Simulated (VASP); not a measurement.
Here is the system:

```
Ho
1.0
    1.80496    -3.12629     0.00000
    1.80496     3.12629     0.00000
    0.00000     0.00000     5.55444
Ho
2
Cartesian
  1.80496   1.04210   1.38861
  1.80496  -1.04210   4.16583
```

Method: r2SCAN meta-GGA, VASP's PBE PAW potentials (set 64) (plane waves; VASP 6.6.1). Run with 480 eV cut-off, 12×12×6 Γ-centred mesh, first-order Methfessel-Paxton smearing of 0.10 eV, potentials Ho_3.

The 4f electrons are frozen in the core of the lanthanide potential, so 4f levels, which can set the real gap, and their magnetism are missing.

Each row applies one change to this cell, which was relaxed at other settings and keeps the small stress of the first row; at a fixed cut-off the stress holds a Pulay part, so it need not integrate to ΔE exactly. Stress is in GPa, positive when the cell is compressed.

| change | ΔE (meV/atom) | σxx | σyy | σzz | largest shear component, with its sign (GPa) | largest force (eV/Å) |
|---|---|---|---|---|---|---|
| none | 0.0 | 0.14 | 0.14 | 0.17 | 0.00 | 0.000 |
| isotropic strain of +1.0 % | 2.9 | -1.18 | -1.18 | -1.07 | 0.00 | 0.000 |
| atom 2 (Ho) moved by 0.200 Å along z | … | … | … | … | … | … |
| atom 1 (Ho) moved by -0.050 Å along z | 3.0 | 0.15 | 0.15 | 0.23 | 0.00 | 0.235 |
| atom 2 (Ho) moved by -0.150 Å along z | … | … | … | … | … | … |
| uniaxial strain of -1.0 % along z | 1.3 | 0.37 | 0.37 | 1.03 | 0.00 | 0.000 |
| atom 1 (Ho) moved by -0.025 Å along z | 0.7 | 0.14 | 0.14 | 0.19 | 0.00 | 0.118 |

**Question.** Some entries are withheld; supply them.

**Answer.** 
- atom 2 (Ho) moved by 0.200 Å along z, ΔE (meV/atom): 46.9
- atom 2 (Ho) moved by 0.200 Å along z, σxx: 0.20
- atom 2 (Ho) moved by 0.200 Å along z, σyy: 0.20
- atom 2 (Ho) moved by 0.200 Å along z, σzz: 1.25
- atom 2 (Ho) moved by 0.200 Å along z, largest shear component, with its sign (GPa): 0.00
- atom 2 (Ho) moved by 0.200 Å along z, largest force (eV/Å): 0.937
- atom 2 (Ho) moved by -0.150 Å along z, ΔE (meV/atom): 26.5
- atom 2 (Ho) moved by -0.150 Å along z, σxx: 0.19
- atom 2 (Ho) moved by -0.150 Å along z, σyy: 0.19
- atom 2 (Ho) moved by -0.150 Å along z, σzz: 0.76
- atom 2 (Ho) moved by -0.150 Å along z, largest shear component, with its sign (GPa): 0.00
- atom 2 (Ho) moved by -0.150 Å along z, largest force (eV/Å): 0.702

Failed runs are left out, and for metals the shear rows, which the mesh's noise covers.

The compound is Ho in the hcp structure.
